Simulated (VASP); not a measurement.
All values below come from r2SCAN meta-GGA, VASP's PBE PAW potentials (set 64) (plane waves; VASP 6.6.1).

VASP ran on this input.

### POSCAR
```
Si
1.0
  3.8305492178  -0.0000000312   0.0000000000
 -1.9152751631   3.3173525774   0.0000000000
  0.0000000000   0.0000000000   6.3182036027
Si
4
Direct
  0.3333330000   0.6666670000   0.0626939647
  0.6666670000   0.3333330000   0.5626939647
  0.6666670000   0.3333330000   0.9373060353
  0.3333330000   0.6666670000   0.4373060353
```

### INCAR
```
SYSTEM = Si
PREC = Accurate
ENCUT = 400
EDIFF = 1E-6
NELM = 100
ALGO = Normal
LREAL = .FALSE.
LASPH = .TRUE.
ISMEAR = 0
SIGMA = 0.05
METAGGA = R2SCAN
LMIXTAU = .TRUE.
LWAVE = .FALSE.
LCHARG = .FALSE.
IBRION = 2
ISIF = 3
NSW = 60
EDIFFG = -0.02
```

### KPOINTS
```
Automatic mesh
0
Gamma
6 6 3
0 0 0
```

POTCAR, in this order: Si (PBE.64 set). Program: vasp_std.

Question: Predict the energy per atom (σ→0), volume per atom, band gap (on the k-mesh).

Answer: 
The energy per atom (σ→0) is -8.754 eV/atom and the band gap (on the k-mesh) is 0.62 eV. The volume per atom is 20.14 Å³/atom.

File OSZICAR:
```
...
   2 F= -.35016937E+02 E0= -.35016937E+02  d E =-.286265E-03
       N       E                     dE             d eps       ncg     rms          rms(c)
DAV:   1    -0.350170557647E+02   -0.11836E-03   -0.14678E-03   392   0.239E-01    0.410E-02
DAV:   2    -0.350170405776E+02    0.15187E-04   -0.54010E-05   408   0.524E-02    0.264E-02
DAV:   3    -0.350170267399E+02    0.13838E-04   -0.39793E-05   392   0.403E-02    0.689E-03
DAV:   4    -0.350170296871E+02   -0.29472E-05   -0.41798E-06   372   0.168E-02    0.527E-03
DAV:   5    -0.350170301303E+02   -0.44315E-06   -0.73094E-07   196   0.790E-03
   3 F= -.35017030E+02 E0= -.35017030E+02  d E =-.379036E-03
```

The structure was generated: Si was put into the lonsdaleite type (P6_3/mmc), which need not be its known phase. This run relaxes it. Symmetry was kept, so distortions that lower it aren't found. The start is the result of an earlier pass.
